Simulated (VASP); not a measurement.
Given:

```
HgTe
1.0
    0.00000     3.25770     3.25770
    3.25770     0.00000     3.25770
    3.25770     3.25770     0.00000
Hg Te
1 1
Direct
  0.98465   0.01535   0.98465
  0.25000   0.25000   0.25000
```

Computed with PBEsol GGA, VASP's PBE PAW potentials (set 64) (plane waves; VASP). Numerical set-up: 480 eV cut-off, 10×10×10 Γ-centred mesh, first-order Methfessel-Paxton smearing of 0.10 eV, potentials Hg Te.

Q: Which forces act on the atoms, in eV/Å?

A: 
```
atom     Fx      Fy     Fz
----  -----  ------  -----
Hg1   0.000   0.344  0.000
Te2   0.000  -0.344  0.000
```

Q: Give the stress tensor in GPa (positive for a compressed cell).

A: 
```
 0.21   0.00  -1.13
 0.00   0.06   0.00
-1.13   0.00   0.21
```
The pressure is its mean diagonal, 0.16 GPa.

The compound is HgTe in the zinc blende structure. This cell was strained or had an atom moved on purpose.
